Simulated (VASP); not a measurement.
Calculation: PBE GGA, VASP's PBE PAW potentials (set 64) (plane waves; VASP 6.6.1).

VASP input:

**INCAR**
```
# general
SYSTEM  = CdSe
PREC    = Accurate
ENCUT   = 520
LREAL   = .FALSE.
LASPH   = .TRUE.   # aspherical one-centre terms

# electronic loop
EDIFF   = 1E-6   # SCF stop (eV)
NELM    = 100   # most electronic steps
ALGO    = Normal   # blocked Davidson
LMAXMIX = 4   # l cut-off of mixed one-centre charges

# smearing
ISMEAR  = 0   # Gaussian
SIGMA   = 0.05   # width (eV)

# functional
GGA     = PE

# output
LWAVE   = .FALSE.
LCHARG  = .TRUE.
```

KPOINTS:
```
Automatic mesh
0
Gamma
7 7 7
0 0 0
```

### POSCAR
```
CdSe
1
    0.0000000000     3.1030200860     3.1030200860
    3.1030200860     0.0000000000     3.1030200860
    3.1030200860     3.1030200860     0.0000000000
Cd Se
1 1
Direct
  0.0000000000   0.0000000000   0.0000000000
  0.2500000000   0.2500000000   0.2500000000
```

POTCAR, in this order: Cd Se (PBE.64 set). Program: vasp_std.

Q: What will the output report for the number of irreducible k-points (NKPTS), largest plane-wave count, number of space-group operations, FFT grid (NGX, NGY, NGZ)?

A: 
```
Property                                       Value
--------------------------------------  ------------
number of irreducible k-points (NKPTS)            20
largest plane-wave count                        1639
number of space-group operations                  24
FFT grid (NGX, NGY, NGZ)                36 × 36 × 36
```

The compound is CdSe in the zinc blende structure, whereas wurtzite is the usual form. It was relaxed first, which changed the volume by +8 %.
